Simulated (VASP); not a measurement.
```cif
data_Ni4Si8
_chemical_formula_sum 'Si8 Ni4'
_space_group_name_H-M_alt 'Fm-3m'
_space_group_IT_number 225
_space_group_name_Hall '-F 4 2 3'
_cell_length_a 5.39702
_cell_length_b 5.39702
_cell_length_c 5.39702
_cell_angle_alpha 90.000
_cell_angle_beta 90.000
_cell_angle_gamma 90.000
loop_
_atom_site_label
_atom_site_type_symbol
_atom_site_symmetry_multiplicity
_atom_site_Wyckoff_symbol
_atom_site_fract_x
_atom_site_fract_y
_atom_site_fract_z
_atom_site_occupancy
Si1 Si 8 c 0.25000 0.25000 0.25000 1
Ni1 Ni 4 a 0.00000 0.00000 0.00000 1
```
(The calculation used a cell of 3 atoms; values per cell refer to that cell.)

All values below come from PBEsol GGA, VASP's PBE PAW potentials (set 64) (plane waves; VASP). Run with 480 eV cut-off, 10×10×10 Γ-centred mesh, first-order Methfessel-Paxton smearing of 0.10 eV, potentials Si Ni.

Each relaxation starts from this cell; other phases were not tried.

### Question
The cell is relaxed at 10 GPa. What happens?

### Answer
The volume per atom goes from 13.10 to 12.38 Å³ (-5.5 %), and the cell becomes a = 5.2957 Å, b = 5.2957 Å, c = 5.2957 Å, α = 90.00°, β = 90.00°, γ = 90.00°, space group Fm-3m.

### Question
The cell is relaxed at 30 GPa. What happens?

### Answer
The volume per atom goes from 13.10 to 11.38 Å³ (-13.1 %), and the cell becomes a = b = c = 5.149 Å, α = β = γ = 90.00°, space group Fm-3m.

Failed runs are left out, and for metals the shear rows, which the mesh's noise covers.

The compound is NiSi2 in the fluorite structure. The run is not spin-polarised, so no magnetic state was tried.
